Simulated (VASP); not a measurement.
Consider the following.

```xyz
2
Lattice="1.5041 -2.6052 0.0000 1.5041 2.6052 0.0000 0.0000 0.0000 4.7891" Properties=species:S:1:pos:R:3 pbc="T T T"
Hf     1.5041     0.8684     1.1973
Hf     1.5041    -0.8684     3.5919
```

Calculation: PBEsol GGA, VASP's PBE PAW potentials (set 64) (plane waves; VASP 6.6.1). Settings: 500 eV cut-off, 14×14×8 Γ-centred mesh, first-order Methfessel-Paxton smearing of 0.10 eV, potentials Hf_pv.

Energy and stress use the plane-wave basis of the starting cell.

Task: The ions, cell shape and volume at an external pressure of 30.0 GPa are relaxed. Predict the relaxed structure.

Result: 
```xyz
2
Lattice="1.4736 -2.5523 0.0000 1.4736 2.5523 0.0000 0.0000 0.0000 4.7285" Properties=species:S:1:pos:R:3 pbc="T T T"
Hf     1.4736     0.8508     1.1821
Hf     1.4736    -0.8508     3.5464
```
Space group P6_3/mmc (194), at a tolerance of 0.03 Å.

Task: How do energy and volume change from the first to the last step?

Result: The energy (σ→0) changes by +152.4 meV/atom and the volume by -5.2 %, in 9 ionic steps.

The compound is Hf in the hcp structure. This run relaxes it under an external pressure of 30 GPa. Symmetry was kept, so distortions that lower it aren't found.
